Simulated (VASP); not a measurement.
A convergence study with VASP on TaC (rock salt): one setting is varied, all else stays as given below, so the limit is that of these other settings. Each run relaxes cell and ions from the cell shown.

```
CELL_PARAMETERS angstrom
      0.00000     2.23000     2.23000
      2.23000     0.00000     2.23000
      2.23000     2.23000     0.00000
ATOMIC_POSITIONS crystal
  Ta 0.00000 0.00000 0.00000
  C  0.50000 0.50000 0.50000
```

Method: PBEsol GGA, VASP's PBE PAW potentials (set 64) (plane waves; VASP). The tightest run used: 700 eV cut-off, 19×19×19 Γ-centred mesh, first-order Methfessel-Paxton smearing of 0.10 eV, potentials Ta_pv C.

Problem. The settings run are 2×2×2 mesh; 3×3×3 mesh; 4×4×4 mesh; 5×5×5 mesh; 6×6×6 mesh; 7×7×7 mesh; 8×8×8 mesh; 9×9×9 mesh; 10×10×10 mesh; 11×11×11 mesh; 13×13×13 mesh; 14×14×14 mesh; 15×15×15 mesh; 16×16×16 mesh; 17×17×17 mesh; 18×18×18 mesh; 19×19×19 mesh. From which on does the relaxed volume stay within 0.1 Å³/atom of the tightest run?

Solution. From 4×4×4 mesh on: it is off by 0.044 there and by no more than 0.1 in any finer run, while 3×3×3 mesh is off by 0.143.
| setting | relaxed volume (Å³/atom) | E (eV/atom) | irreducible k-points | difference judged (Å³/atom) |
|---|---|---|---|---|
| 2×2×2 mesh | 11.311 | -11.0212 | 3 | 0.348 |
| 3×3×3 mesh | 11.106 | -11.5225 | 4 | 0.143 |
| 4×4×4 mesh | 11.007 | -11.6962 | 8 | 0.044 |
| 5×5×5 mesh | 10.960 | -11.7757 | 10 | 0.003 |
| 6×6×6 mesh | 10.955 | -11.7599 | 16 | 0.008 |
| 7×7×7 mesh | 10.962 | -11.7643 | 20 | 0.002 |
| 8×8×8 mesh | 10.966 | -11.7598 | 29 | 0.002 |
| 9×9×9 mesh | 10.972 | -11.7555 | 35 | 0.008 |
| 10×10×10 mesh | 10.960 | -11.7683 | 47 | 0.003 |
| 11×11×11 mesh | 10.964 | -11.7622 | 56 | 0.000 |
| 13×13×13 mesh | 10.963 | -11.7654 | 84 | 0.000 |
| 14×14×14 mesh | 10.964 | -11.7606 | 104 | 0.001 |
| 15×15×15 mesh | 10.966 | -11.7600 | 120 | 0.002 |
| 16×16×16 mesh | 10.963 | -11.7652 | 145 | 0.001 |
| 17×17×17 mesh | 10.964 | -11.7610 | 165 | 0.001 |
| 18×18×18 mesh | 10.965 | -11.7606 | 195 | 0.002 |
| 19×19×19 mesh | 10.963 | -11.7637 | 220 | 0.000 |

VASP warned of too few bands at 3×3×3 mesh.

Left out are rungs that failed or repeat a setting and relaxations that didn't move; long series are thinned to 24 rows.

The compound is TaC in the rock salt structure. The electron count is odd and the run is not spin-polarised, which forces a metal.
